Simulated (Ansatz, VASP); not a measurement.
# NaB: VASP beside Ansatz

```
CELL_PARAMETERS angstrom
0.00000 2.60335 2.76439
2.60335 0.00000 2.76439
2.60335 2.60335 0.00000
ATOMIC_POSITIONS crystal
Na 0.00000 0.00000 0.00000
B 0.50000 0.50000 0.50000
```

Change from the starting cell: strain -0.030 along x and y, +0.030 along z, atoms carried along.

Alike in both runs: task single point; functional PBE; k mesh 16 × 16 × 16; occupations gaussian, width 0.15 eV; no spin polarisation.

|  | VASP | Ansatz |
| --- | --- | --- |
| version | VASP 6.6.1 | Ansatz 0.2.0 |
| potentials or method | VASP PAW PBE potentials, release 64 (Na_pv, B) | scalar-relativistic, plane waves, PAW |
| plane-wave cutoff (eV) | 520 | 420 |
| valence electrons in the cell | 10 | 12 |

Ansatz gave:

- gap on the k mesh at the Fermi level (eV): none
- pressure (GPa): 1.3
- largest component of the traceless stress (GPa): 3.14

What did VASP give for the same quantities?

gap on the k mesh at the Fermi level (eV): none; pressure (GPa): 1.4; largest component of the traceless stress (GPa): 3.15.

A gap of «none» marks a metal or a gap that the smearing closes. The two sets of potentials don't hold the same shells in valence.
